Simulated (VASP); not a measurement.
Energy against volume of LiH (rock salt). All values below come from PBE0 hybrid, VASP's PBE PAW potentials (set 64) (plane waves; VASP 6.6.1). Numerical set-up: 520 eV cut-off, 8×8×8 Γ-centred mesh, Gaussian smearing of 0.050 eV, potentials Li_sv H.

| V (Å³/atom) | E (eV/atom) |
|---|---|
| 7.511 | -3.56404 |
| 7.751 | -3.56656 |
| 7.990 | -3.56716 |
| 8.230 | -3.56612 |

Question: Fit these four points and predict the energy of the run at 7.271 Å³/atom.

Answer: A cubic in V^(−2/3), the third-order Birch-Murnaghan form, passes through the four points with V0 = 7.95 Å³/atom and B0 = 37 GPa, and gives -3.5593 eV/atom there. The run gave -3.5592 eV/atom, +0.0 meV/atom from the fit; all five points give B0 = 37 GPa.

The compound is LiH in the rock salt structure. It was relaxed first, which changed the volume by -6 %. The cell's shape comes from a PBE relaxation.
